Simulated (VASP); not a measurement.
Input:

```
CELL_PARAMETERS angstrom
      0.00000     3.08060     3.08060
      3.08060     0.00000     3.08060
      3.08060     3.08060     0.00000
ATOMIC_POSITIONS crystal
  In 0.00000 0.00000 0.00000
  As 0.25000 0.25000 0.25000
```

Computed with TPSS meta-GGA, VASP's PBE PAW potentials (set 64) (plane waves; VASP 6.6.1). Numerical set-up: 520 eV cut-off, 12×12×12 Γ-centred mesh, tetrahedra with Blöchl corrections, potentials In_d As.

Q: Give the energies of bands 7 to 12 at the high-symmetry points, in eV from the Fermi level.

A: 
| band | Γ | X | U | L | W |
|---|---|---|---|---|---|
| 7 | -0.36 | -5.61 | -5.48 | -5.52 | -5.48 |
| 8 | 0.00 | -2.17 | -3.05 | -0.92 | -2.76 |
| 9 | 0.00 | -2.17 | -1.81 | -0.92 | -2.66 |
| 10 | 0.00 | 1.69 | 2.19 | 0.94 | 4.08 |
| 11 | 4.01 | 2.12 | 4.23 | 4.76 | 4.32 |
| 12 | 4.01 | 8.98 | 7.25 | 4.76 | 5.01 |

It has no gap at this level: it comes out as a metal or semimetal.

The compound is InAs in the zinc blende structure. It was relaxed first, which changed the volume by +5 %.
